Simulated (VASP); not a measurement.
Here is the system:

```xyz
8
Lattice="5.4707 0.0000 0.0000 0.0000 5.4707 0.0000 0.0000 0.0000 5.4707" Properties=species:S:1:pos:R:3 pbc="T T T"
Zn     5.4707     5.4707     0.0000
Zn     2.7354     2.7354     5.4707
Zn     2.7354     0.0000     2.7354
S      1.4370     1.2984     1.2984
S      4.0337     4.1723     1.2984
S      4.0337     1.2984     4.1723
S      1.4370     4.1723     4.1723
Cd     5.4707     2.7354     2.7354
```

Calculation: PBEsol GGA, VASP's PBE PAW potentials (set 64) (plane waves; VASP). Run with 400 eV cut-off, 5×5×5 Γ-centred mesh, tetrahedra with Blöchl corrections, potentials Zn S Cd.

Task: Estimate the energy per atom (σ→0), band gap (on the k-mesh) with the smallest direct gap where there is one.

Result: 
```json
{
  "band gap (on the k-mesh)": "1.73 eV",
  "smallest direct gap (on the k-mesh)": "1.73 eV",
  "energy per atom (σ→0)": "-3.681 eV/atom"
}
```

The absolute energy has meaning only against runs of the same code, potentials and settings.

The structure was generated: CdZn3S4 was put into an ordered model structure (P-43m), which need not be its known phase. It was relaxed first.
